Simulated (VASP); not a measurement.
Level of theory: PW91 GGA, VASP's PBE PAW potentials (set 64) (plane waves; VASP).

The input files of a VASP run:

**INCAR**
```
SYSTEM = Ga
PREC = Accurate; ENCUT = 520; LREAL = .False.
LASPH = .True.
EDIFF = 1E-7; NELM = 100; ALGO = Normal
LMAXMIX = 4
ISMEAR = -5
GGA = 91
ISIF = 2
LWAVE = .False.; LCHARG = .True.; LORBIT = 11
NEDOS = 601
LEFG = .True.
```

File POSCAR:
```
Ga
1
    2.2599454302    -3.8800507930     0.0000000000
    2.2599454302     3.8800507930    -0.0000000000
    0.0000000000     0.0000000000     4.6335015031
Ga
4
Direct
  0.1556929026   0.8443070974   0.9177416729
  0.3443070974   0.6556929026   0.4177416729
  0.6556929026   0.3443070974   0.5822583271
  0.8443070974   0.1556929026   0.0822583271
```

### KPOINTS
```
Automatic mesh
0
Gamma
9 9 8
0 0 0
```

POTCAR, in this order: Ga_d (PBE.64 set). Program: vasp_std.

What does the run give for the energy per atom (σ→0), band gap (on the k-mesh)?

- energy per atom (σ→0) = -2.931 eV/atom
- band gap (on the k-mesh) = none (metal, semimetal or under 0.01 eV)

**OSZICAR**
```
...
DAV:   9    -0.117238910065E+02   -0.11859E-03   -0.91645E-04  8831   0.349E-01    0.254E-02
DAV:  10    -0.117238841289E+02    0.68776E-05   -0.20005E-04  8928   0.163E-01    0.512E-03
DAV:  11    -0.117238836501E+02    0.47873E-06   -0.32953E-05  8987   0.725E-02    0.411E-03
DAV:  12    -0.117238802845E+02    0.33657E-05   -0.74294E-06  9191   0.312E-02    0.443E-04
DAV:  13    -0.117238804469E+02   -0.16240E-06   -0.88796E-07  9951   0.783E-03    0.406E-04
DAV:  14    -0.117238798237E+02    0.62315E-06   -0.39612E-08  5016   0.163E-03    0.133E-04
DAV:  15    -0.117238799005E+02   -0.76798E-07   -0.10057E-08  4547   0.913E-04
   1 F= -.11723880E+02 E0= -.11723880E+02  d E =0.000000E+00
```

The compound is Ga in the alpha structure. It was relaxed first.
